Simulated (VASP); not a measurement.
Data:

```xyz
2
Lattice="0.0000 2.8101 2.8101 2.8101 0.0000 2.8101 2.8101 2.8101 0.0000" Properties=species:S:1:pos:R:3 pbc="T T T"
In     0.0000     0.0000     0.0000
P      1.4051     1.4051     1.4051
```

The numbers are results of LDA (Ceperley-Alder, Perdew-Zunger), VASP's LDA PAW potentials (set 64) (plane waves; VASP), not measurements. Numerical set-up: 500 eV cut-off, 8×8×8 Γ-centred mesh, Gaussian smearing of 0.050 eV, potentials In_d P.

Unless said otherwise, spin-orbit coupling is left out, though it shifts the bands of the heavy elements here.

Q: What does the run give for the energy per atom (σ→0), pressure, band gap (on the k-mesh) with the smallest direct gap where there is one?

A: 
```yaml
band gap (on the k-mesh): 1.18 eV
smallest direct gap (on the k-mesh): 1.18 eV
energy per atom (σ→0): -4.764 eV/atom
pressure: 9.91 GPa
```

Only differences to runs with the same potentials and settings are physical.

The compound is InP in the zinc blende structure. It was relaxed first under an external pressure of 10 GPa.
